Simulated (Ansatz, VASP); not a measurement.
# GeH2 (rutile type (invented)): VASP beside Ansatz

Aim: how closely do two programs agree when they are given the same cell, functional and k mesh? The cell is generated by rule, not measured, and may not be a known phase. Of the first pair: The two relaxations start from unlike cells of this crystal (the structure described is Ansatz's start), so only their ends are compared.

Program: Ansatz 0.2.0. Level of theory: plane waves, with VASP 6.6.1 beside it; relaxation of cell and atoms at LDA. Results are calculated unless marked as measured.

## (1) The starting structure

Symmetry: P4_2/mnm, No. 136, tetragonal system. The conventional cell has a = 4.942 Å, b = 4.942 Å, c = 3.212 Å, α = 90.00°, β = 90.00°, γ = 90.00°. Ge has 6 H at 2.11 to 2.13 Å nearest. Nearest to H lie 3 Ge at 2.11 to 2.13 Å. Farther neighbours are not listed.

Coordinates:

```
Ge H
1.0
     4.94160    0.00000    0.00000
     0.00000    4.94160    0.00000
     0.00000    0.00000    3.21204
Ge H
2 4
Direct
  0.00000 0.00000 0.00000
  0.50000 0.50000 0.50000
  0.30500 0.30500 0.00000
  0.69500 0.69500 0.00000
  0.80500 0.19500 0.50000
  0.19500 0.80500 0.50000
```

## (2) VASP: relaxation of cell and atoms, LDA, pair 1

The relaxed volume is the usual yardstick between codes: in a stiff, nearly cubic crystal its relative difference is about their pressure difference at one cell divided by the bulk modulus.

Lines of VASP's logs that name or quote its potential files are left out, and so is its time.

INCAR

```
SYSTEM = GeH2
PREC = Accurate
ENCUT = 500
EDIFF = 1E-07
NELM = 120
ISMEAR = 0
SIGMA = 0.1
LREAL = .FALSE.
ALGO = Normal
GGA = CA
NBANDS = 22
LORBIT = 11
LWAVE = .FALSE.
LCHARG = .FALSE.
ISIF = 3
IBRION = 2
NSW = 80
EDIFFG = -0.005
LASPH = .TRUE.
GGA_COMPAT = .FALSE.
NELMIN = 4
KPAR = 2
```

POSCAR

```
GeH2
1.0
    4.2483555389      0.0000000000      0.0000000000
    0.0000000000      4.2483555389      0.0000000000
    0.0000000000      0.0000000000      3.2699202048
Ge H
2 4
Direct
    0.0000000000      0.0000000000      0.0000000000
    0.5000000000      0.5000000000      0.5000000000
    0.3128804841      0.3128804841      0.0000000000
    0.6871195159      0.6871195159      0.0000000000
    0.8128804841      0.1871195159      0.5000000000
    0.1871195159      0.8128804841      0.5000000000
```

KPOINTS

```
Automatic mesh
0
Gamma
4 4 6
0 0 0
```

Potentials, in the order of the species: Ge_d and H (LDA family, release 64).

Run with:

```console
> mpirun -np 2 vasp_std
```

Numbers of over 12 decimals in the logs are rounded to 6 here.

Log:

```text
[banner, memory and clock lines left out]
running    2 mpi-ranks, on    1 nodes
 distrk:  each k-point on    1 cores,    2 groups
 distr:  one band on    1 cores,    1 groups

 POSCAR found type information on POSCAR GeH
 POSCAR found :  2 types and       6 ions
 LDA part: xc-table for (Slater(with rela. corr.)+CA(PZ))
 , standard interpolation
 POSCAR, INCAR and KPOINTS ok, starting setup
 FFT: planning ... GRIDC
 FFT: planning ... GRID_SOFT
 FFT: planning ... GRID
 WAVECAR not read
 entering main loop
       N       E                     dE             d eps       ncg     rms          rms(c)
DAV:   1     0.215226146747E+03    0.21523E+03   -0.15971E+04  1192   0.343E+03
DAV:   2     0.108368923779E+02   -0.20439E+03   -0.19493E+03  1062   0.668E+02
DAV:   3    -0.209476527362E+02   -0.31785E+02   -0.31296E+02  1248   0.152E+02
DAV:   4    -0.221262619851E+02   -0.11786E+01   -0.11757E+01  1152   0.326E+01
DAV:   5    -0.221470525598E+02   -0.20791E-01   -0.20788E-01  1216   0.501E+00    0.444E+00
DAV:   7    -0.216014553618E+02    0.11354E+00   -0.27913E-01  1274   0.295E+00    0.378E-01
DAV:   8    -0.216017038583E+02   -0.24850E-03   -0.29982E-02  1236   0.231E+00    0.118E-01
DAV:   9    -0.216013985545E+02    0.30530E-03   -0.15122E-03  1284   0.691E-01    0.601E-02
DAV:  10    -0.216014035840E+02   -0.50295E-05   -0.15652E-04  1374   0.143E-01    0.305E-02
DAV:  11    -0.216014058271E+02   -0.22431E-05   -0.51303E-05  1368   0.110E-01    0.151E-02
DAV:  12    -0.216014012725E+02    0.45546E-05   -0.10197E-05  1354   0.453E-02    0.201E-03
DAV:  13    -0.216014012814E+02   -0.88985E-08   -0.11134E-06  1060   0.757E-03    0.744E-04
DAV:  14    -0.216014012842E+02   -0.28576E-08   -0.26721E-08   606   0.153E-03
   1 F= -.21601401E+02 E0= -.21596917E+02  d E =-.216014E+02
 curvature:   0.00 expect dE= 0.000E+00 dE for cont linesearch  0.000E+00
 trial: gam= 0.00000 g(F)=  0.286E-05 g(S)=  0.116E-03 ort = 0.000E+00 (trialstep = 0.100E+01)
 search vector abs. value=  0.119E-03
 bond charge predicted
       N       E                     dE             d eps       ncg     rms          rms(c)
DAV:   1    -0.216023543809E+02   -0.95310E-03   -0.12123E-02  1236   0.197E+00    0.169E-01
DAV:   2    -0.216016991623E+02    0.65522E-03   -0.93597E-04  1300   0.557E-01    0.859E-02
DAV:   3    -0.216014943883E+02    0.20477E-03   -0.37230E-04  1326   0.308E-01    0.174E-02
DAV:   4    -0.216014805951E+02    0.13793E-04   -0.35344E-05  1228   0.100E-01    0.598E-03
DAV:   5    -0.216014803858E+02    0.20931E-06   -0.12859E-06  1260   0.133E-02    0.277E-03
DAV:   6    -0.216014803641E+02    0.21731E-07   -0.13041E-07   648   0.639E-03
   2 F= -.21601480E+02 E0= -.21596827E+02  d E =-.790798E-04
 trial-energy change:   -0.000079  1 .order   -0.000077   -0.000119   -0.000035
 step:   1.3361(harm=  1.4078)  dis= 0.00018  next Energy=   -21.601486 (dE=-0.850E-04)
 reached required accuracy - stopping structural energy minimisation
```

From OUTCAR (step 2):

```text
ion  position               nearest neighbor table
   1  0.000  0.000  0.000-   3 1.88   4 1.88
   2  0.500  0.500  0.500-   5 1.88   6 1.88
   3  0.313  0.313  0.000-   1 1.88
   4  0.687  0.687  0.000-   1 1.88
   5  0.813  0.187  0.500-   2 1.88
   6  0.187  0.813  0.500-   2 1.88

  LATTYP: Found a simple tetragonal cell.
 ALAT       =     4.2483555389
 C/A-ratio  =     0.7696908074

 Subroutine GETGRP returns: Found 16 space group operations
 (whereof  8 operations were pure point group operations)

The static configuration has the point symmetry D_2h.
 The point group associated with its full space group is D_4h.

 Found     24 irreducible k-points:

   k-points           NKPTS =     24   k-points in BZ     NKDIM =     24   number of bands    NBANDS=     22

   dimension x,y,z NGX =    32 NGY =   32 NGZ =   24
   dimension x,y,z NGXF=    64 NGYF=   64 NGZF=   48

   ENCUT  =  500.0 eV  36.75 Ry    6.06 a.u.   7.75  7.75  5.96*2*pi/ulx,y,z

   NELECT =      32.0000    total number of electrons

 k-points in reciprocal lattice and weights: Automatic mesh
   0.00000000  0.00000000  0.00000000       0.010
   0.25000000  0.00000000  0.00000000       0.042
   0.50000000  0.00000000  0.00000000       0.021
   0.25000000  0.25000000  0.00000000       0.042
   0.50000000  0.25000000  0.00000000       0.042
   0.50000000  0.50000000  0.00000000       0.010
   0.00000000  0.00000000  0.16666667       0.021
   0.25000000  0.00000000  0.16666667       0.083
   0.50000000  0.00000000  0.16666667       0.042
[...]
0.50000000  0.25000000  0.50000000       0.042
   0.50000000  0.50000000  0.50000000       0.010

 average (electrostatic) potential at core
       1 -76.1624       2 -76.1624       3 -32.8476       4 -32.8476       5 -32.8476
       6 -32.8476

 E-fermi :   4.6563

 k-point     1 :       0.0000    0.0000    0.0000
  band No.  band energies     occupation
    ...
     11      -8.9943      2.00000
     12      -3.1940      2.00000
     13      -1.6032      2.00000
     14      -1.6032      2.00000
     15       2.6497      2.00000
     16       5.5099      0.00000
     17       6.3188      0.00000
     18       7.3402      0.00000
     19       7.3402      0.00000
     20       9.4663      0.00000
    ...

 k-point     2 :       0.2500    0.0000    0.0000
  band No.  band energies     occupation
    ...
     11      -8.5341      2.00000
     12      -5.0982      2.00000
     13      -1.1660      2.00000
     14       0.0585      2.00000
     15       1.9932      2.00000
     16       5.2629      0.00000
     17       5.9377      0.00000
     18       7.0172      0.00000
     19       7.8053      0.00000
     20       8.6587      0.00000
    ...

 k-point     3 :       0.5000    0.0000    0.0000
  band No.  band energies     occupation
    ...
     12      -7.1858      2.00000
     13      -0.0002      2.00000
     14      -0.0002      2.00000
     15       2.7203      2.00000
     16       2.7203      2.00000
     17       7.1255      0.00000
     18       7.1255      0.00000
     19       7.8802      0.00000
     20       7.8802      0.00000
     21      10.8567      0.00000
    ...

  Total       -0.0245740     -0.0245740     -0.0067528     -0.0000000      0.0000000      0.0000000
  in kB       -0.6682319     -0.6682319     -0.1836277     -0.0000000      0.0000000      0.0000000
  external PRESSURE =      -0.5066972 kB  Pullay stress =       0.0000000 kB

  energy-cutoff  :      500.00
  volume of cell :       58.92
      direct lattice vectors                 reciprocal lattice vectors
     4.245763355  0.000000000  0.000000000     0.235528906  0.000000000  0.000000000
    -0.000000000  4.245763355  0.000000000    -0.000000000  0.235528906  0.000000000
     0.000000000  0.000000000  3.268493493     0.000000000  0.000000000  0.305951351

 POSITION                                       TOTAL-FORCE (eV/Angst)
 -----------------------------------------------------------------------------------
     -0.00000      4.24576      0.00000         0.000000      0.000000     -0.000000
      2.12288      2.12288      1.63425        -0.000000      0.000000     -0.000000
      1.32829      1.32829      0.00000        -0.001503     -0.001503      0.000000
      2.91748      2.91748      3.26849         0.001503      0.001503     -0.000000
      3.45117      0.79460      1.63425        -0.001503      0.001503     -0.000000
      0.79460      3.45117      1.63425         0.001503     -0.001503     -0.000000
 -----------------------------------------------------------------------------------
    total drift:                                0.000000      0.000000     -0.000000

  FREE ENERGIE OF THE ION-ELECTRON SYSTEM (eV)
  ---------------------------------------------------
  free  energy   TOTEN  =       -21.6014803641 eV

  energy  without entropy=      -21.5921726753  energy(sigma->0) =      -21.59682652

 reached required accuracy - stopping structural energy minimisation

 total charge
# of ion       s       p       d       tot
------------------------------------------
    1        1.294   0.920  10.050  12.264
    2        1.294   0.920  10.050  12.264
    3        0.479   0.016   0.000   0.494
    4        0.479   0.016   0.000   0.494
    5        0.479   0.016   0.000   0.494
    6        0.479   0.016   0.000   0.494
--------------------------------------------------
tot          4.504   1.903  20.100  26.506

[... 3 further parts left out ...]
```

CONTCAR:

```
GeH2
   1.00000000000000
     4.2457633553485259    0.0000000000000000    0.0000000000000000
    -0.0000000000000000    4.2457633553485259    0.0000000000000000
     0.0000000000000000    0.0000000000000000    3.2684934926107090
  Ge              H
     2     4
Direct
     0.0000000000000000    1.0000000000000000    0.0000000000000000
     0.5000000000000000    0.5000000000000000    0.5000000000000000
     0.3128495792260609    0.3128495792260609    0.0000000000000000
     0.6871504207739391    0.6871504207739391    1.0000000000000000
     0.8128495792260609    0.1871504207739390    0.5000000000000000
     0.1871504207739390    0.8128495792260609    0.5000000000000000
```

## (3) Ansatz: relaxation of cell and atoms, LDA, pair 1

Ansatz runs on its default PAW (the set named soft_2) files.

Its own start cell and the same functional (in two slightly different forms), mesh and smearing now go to Ansatz, which takes its cutoff from its data sets.

input.yaml

```yaml
crystal:
  lattice:
    - [4.9416, 0.0, 0.0]
    - [0.0, 4.9416, 0.0]
    - [0.0, 0.0, 3.21204]
  atoms:
    - { symbol: Ge, position: [0.0, 0.0, 0.0] }
    - { symbol: Ge, position: [0.5, 0.5, 0.5] }
    - { symbol: H, position: [0.305, 0.305, 0.0] }
    - { symbol: H, position: [0.695, 0.695, 0.0] }
    - { symbol: H, position: [0.805, 0.195, 0.5] }
    - { symbol: H, position: [0.195, 0.805, 0.5] }
kpoints:
  mp_grid: { grid: [4, 4, 6] }
hamiltonian:
  xc: lda
scf:
  occupations: { method: gaussian, width: 0.1 }
output:
  forces: true
  stress: true
  eigenvalues: true
relax:
  adjacent_minimum: "off"
  f_tol: 0.05
  max_steps: 80
  cell: { stress_tol: 0.5 }
```

Run with:

```console
> ansatz run input.yaml --threads 4 --pin off --max-ram 9216MiB --backend cpu --events-out ev --progress --plain --runs-dir out
```

Log:

```text
The last accepted step is kept in <dir> (removed where the run ends without a failure and the disk answers)
Engine: ansatz 0.2.0, x86_64-unknown-linux-gnu
Pseudopotentials: kind: paw
Pseudopotential: Ge, paw, valence charge 14, recommended cutoff 420 eV (normal), Ge.paw.azcp
Pseudopotential: H, paw, valence charge 1, recommended cutoff 420 eV (normal), H.paw.azcp
Functional definition: SPW92
  exchange = slater_x
  correlation = pw_c
Crystal: 6 atoms, lattice volume = 78.436 Å³
Basis set: ecut = 420 eV, 1559 PW (Γ)
Bands: 22, of which v1, the nominal top of the filled ones, is band 16 counted from 1 (15 counted from 0)
Symmetry: 16 space group operations
Space group: P42/mnm (ITA 136), of the structure as read, at distance tolerance 4.3e-5 Å
k-points: 24 of 96
Non-local potential: Ge, projectors of the file, l = 0: 2, l = 1: 2, l = 2: 3, l = 3: 1
Non-local potential: H, projectors of the file, l = 0: 2, l = 1: 1
PAW form: soft (Blöchl's): semilocal exchange-correlation on the pseudo side does not see the compensation charge
PAW frozen core: Ge, regenerated for the run's functional, and the local potential with it (the file was generated under x = pbe(κ = 0.804, μ = 0.219515), c = pbe(β = 0.066725))
PAW one-centre angular grid: Ge, 590 points (default); XC on 64 Gauss nodes
PAW one-centre angular grid: H, 110 points (default); XC on 64 Gauss nodes
Initial density: superposition of atomic densities (neutral atoms: chi_scale 0, normalization atom), corrected by the library's trained network
Initial wavefunctions: pseudopotential atomic-orbital guess
Functional: x = slater, c = lda
SCF iter   1: F=—  HF=-8490.523903 eV  |F-HF|=—  |Δ(HF+E_count)|=         —  Δρ=1.06e-2  dr2=7.89e-2  ethr=1.77e-3  ⟨swp⟩=5.2  Hψ=2253  notcnv=0
preconditioner: auto → LDOS  [metal: Δε(μ)=0.007 eV  Ē_g=8.714 eV  σ=0.100 eV  W_gap=0.04  n_scr=18 (ndim 8)  ℏωp=14.5 eV  f_vac=0.046  D(μ)=1.87/eV (n_scr^D=10)  β→1.0]
SCF iter   2: F=—  HF=-8490.496036 eV  |F-HF|=—  |Δ(HF+E_count)|=   2.79e-2  Δρ=3.55e-3  dr2=6.49e-3  ethr=2.46e-4  ⟨swp⟩=2.0  Hψ=911  notcnv=0  defer=35
SCF iter   3: F=—  HF=-8490.494271 eV  |F-HF|=—  |Δ(HF+E_count)|=   1.76e-3  Δρ=2.72e-4  dr2=4.44e-5  ethr=2.03e-5  ⟨swp⟩=2.0  Hψ=623  notcnv=0  defer=35
SCF iter   4: F=—  HF=-8490.494292 eV  |F-HF|=—  |Δ(HF+E_count)|=   2.04e-5  Δρ=8.23e-5  dr2=3.59e-6  ethr=1.39e-7  ⟨swp⟩=2.0  Hψ=877  notcnv=0  defer=35
SCF iter   5: F=—  HF=-8490.494289 eV  |F-HF|=—  |Δ(HF+E_count)|=   2.67e-6  Δρ=3.56e-5  dr2=6.96e-7  ethr=1.12e-8  ⟨swp⟩=2.0  Hψ=879  notcnv=0  defer=35
SCF iter   6: F=-8490.494288 eV  HF=-8490.494288 eV  |F-HF|=1.47e-9  |Δ(HF+E_count)|=   4.78e-7  Δρ=7.35e-6  dr2=4.21e-8  ethr=3.13e-10  ⟨swp⟩=6.0  Hψ=2278  notcnv=0
SCF 1 converged in 6 iterations: F = -8490.494288 eV  dr2 = 4.21e-8
  greatest PAW one-centre occupation: 0.998 electrons in one spin orbital (limit 2), on the Ge atom at site 1 (counted from 0), in its partial waves of l = 2
relax step   1: F+E_penalty+E_count = -8490.49428839 eV  Δ(F+E_penalty+E_count) = +0.000e0 eV  max|allowed force component| = 3.641e-2 eV/Å  Δτ_max = 0.0000 Å  P = -8.594 GPa  Ω = 78.436 Å³  (6 SCF iters, dr2 threshold 1.00e-7 eV, accepted)
[...]
relax step   6: F+E_penalty+E_count = -8491.14778584 eV  Δ(F+E_penalty+E_count) = -4.278e-2 eV  max|allowed force component| = 4.730e-2 eV/Å  Δτ_max = 0.0498 Å  P = -1.332 GPa  Ω = 60.594 Å³  energy of the carried Pulay correction = +1.089e-2 eV  (6 SCF iters, dr2 threshold 6.00e-7 eV, accepted)
[...]
relax step   7: F+E_penalty+E_count = -8491.14269341 eV  Δ(F+E_penalty+E_count) = +5.092e-3 eV  max|allowed force component| = 3.015e-2 eV/Å  Δτ_max = 0.0829 Å  P = +0.234 GPa  Ω = 58.015 Å³  energy of the carried Pulay correction = +1.277e-2 eV  (5 SCF iters, dr2 threshold 6.00e-7 eV, rejected (line search))
[...]
relax step   8: F+E_penalty+E_count = -8491.16701440 eV  Δ(F+E_penalty+E_count) = -1.923e-2 eV  max|allowed force component| = 7.299e-3 eV/Å  Δτ_max = 0.0448 Å  P = -0.072 GPa  Ω = 59.223 Å³  energy of the carried Pulay correction = +1.187e-2 eV  (6 SCF iters, accepted)
[...]
relax step   9: F+E_penalty+E_count = -8491.15965274 eV  Δ(F+E_penalty+E_count) = +7.362e-3 eV  max|allowed force component| = 7.076e-3 eV/Å  Δτ_max = 0.0000 Å  P = -0.129 GPa  Ω = 59.223 Å³  stress off target by 3.34e-1 GPa  SCF on the basis re-selected at this cell (its energy is not comparable with the rows above)  (5 SCF iters)
basis re-selected at this cell: Δ(F+E_penalty+E_count) = +7.362e-3 eV, ΔP = -0.058 GPa vs the last step (what re-selecting the basis moved, of the pressure what is left beyond the Pulay correction that the steps carried, after the strain that the cell walked since its last selection, with what the two solves' SCF thresholds leave and, on support functions, any second-order correction that the steps lacked; it is no measure of the basis error at this ecutwfc). The dense FFT grid was sized anew with the basis: this SCF ran on 30×30×24 points, the steps before it on 36×36×24, so part of this shift can come from that change (see relax.cell in the input reference). [rest of the remark cut]
SCF converged after 5 iterations
Free energy (F): -8491.159653 eV
Harris-Foulkes:  -8491.159653 eV  (|F-HF|=5.26e-10)
Internal energy: -8491.148989 eV  (E = F + TS)
E sigma→0 (E₀):  -8491.154321 eV
Entropy (-TS):   -0.010664 eV (-1.777 meV/atom)
Fermi energy:    7.486581 eV
--- Per-component energies (eV) ---
  E_band       = -345.595756
  E_kinetic    = 272.845124
  E_local      = -4893.421623  (includes V_loc(G=0)·N_el)
  E_nonlocal   = 841.189922
  E_hartree    = 2114.947008
  E_xc         = -185.191219
  E_vxc        = -175.365417  (∫ρ·V_xc dr)
  E_paw        = -3875.961440  (= ΣΔE_a)
  E_vpaw       = -620.735681  (= ΣTr[D̂ρ^β])
  E_aug_tail   = -0.003647  (compensation charges beyond the density's cutoff)
  E_ewald      = -2769.369767
  E_core_change = 3.816652  (= ΣΔE_core)
  E_smearing   = -0.010664  (= −TS)
  E_closure    = -0.000000  (closes the sum)
  Σ components = -8491.159653   (vs F -8491.159653, Δ=0.00e0)
--- Forces (eV/Å), atoms counted from 1 ---
  atom   1  Ge    -0.00000000     0.00000000     0.00000000
  atom   2  Ge    -0.00000000    -0.00000000     0.00000000
  atom   3  H      0.00707558     0.00707558     0.00000000
  atom   4  H     -0.00707558    -0.00707558    -0.00000000
  atom   5  H      0.00707558    -0.00707558     0.00000000
  atom   6  H     -0.00707558     0.00707558     0.00000000
  max |Σ_I F_I| component: 5.20e-18 eV/Å
--- Stress (GPa, compression-positive) ---
       -0.334354      -0.000000       0.000000
       -0.000000      -0.334354      -0.000000
        0.000000      -0.000000       0.280482
  P = ⅓ Tr σ = -0.1294 GPa (-1.294 kbar)
--- Band table (eV; the first three rows and the last of 24) ---
  k-point 0: bands = [... 12 lower, 1.1626, 1.1626, 5.5487, 8.5654, 9.1200, 10.0492, 10.0492, 12.4053, ... 2 higher]
  k-point 1: bands = [... 12 lower, 1.4905, 1.4905, 3.2619, 9.2551, 9.5052, 9.9826, 10.0771, 10.0771, ... 2 higher]
  k-point 2: bands = [... 12 lower, 1.4171, 2.3402, 2.3402, 5.8549, 8.7558, 8.7558, 10.6623, 11.5254, ... 2 higher]
  k-point 23: bands = [... 12 lower, 1.2547, 1.2547, 1.8178, 1.8178, 5.5443, 5.5443, 14.2309, 14.2309, ... 2 higher]
--- Relaxed structure (8 steps of the walk, 7 accepted, 1 SCFs on fresh bases) ---
  F+E_penalty+E_count = -8491.15965274 eV   max|allowed force component| = 7.076e-3 eV/Å   (the final SCF, on the basis selected at the relaxed cell)
  cell:  # Å, volume = 59.2233 Å³
    - [4.274422, 0, 0]
    - [0, 4.274422, 0]
    - [0, 0, 3.241437]
  atoms:
    - { symbol: Ge, position: [-2.0477619144672523e-19, 3.2179115798770946e-19, 0] }
    - { symbol: Ge, position: [0.5, 0.5, 0.5] }
    - { symbol: H, position: [0.310405, 0.310405, 0] }
    - { symbol: H, position: [0.689595, 0.689595, 0] }
    - { symbol: H, position: [0.810405, 0.189595, 0.5] }
    - { symbol: H, position: [0.189595, 0.810405, 0.5] }
```

Reading the cycles: dr2 is the Hartree energy of the density residual (eV), the measure of convergence; HF is the Harris–Foulkes estimate of the energy, which meets the free energy F at convergence.

## (4) Comparison

Known differences besides the potentials themselves: the two LDA forms differ slightly; the cutoff is 420 eV in Ansatz and 500 eV in VASP; VASP's log shows a relativistic correction to its local exchange, Ansatz's none; Ansatz adds a Pulay correction to the stress that steers its cell, VASP none. Total energies have different zeros and are not compared.

Both answers:

```
                                         quantity  Ansatz   VASP  difference
                                      volume (Å³)   59.22  58.92     +0.52 %
edge a after relaxation, in the typed setting (Å)   4.274  4.246     +0.67 %
edge c after relaxation, in the typed setting (Å)   3.241  3.268     -0.83 %
```

[end of part 1 of 2]

[Lines on the potential files, build, host, timing and source positions are cut from VASP's logs without a mark.]

[Logs are printed without paths, hosts, clocks, repeated set-up lines and the standing remarks that a program may print on its own settings, such as how far it seeks lower states.]

[Hosts, paths, dates, database ids (printed as entryN), source tags and the programs' standing remarks are cut or masked in the printed files.]
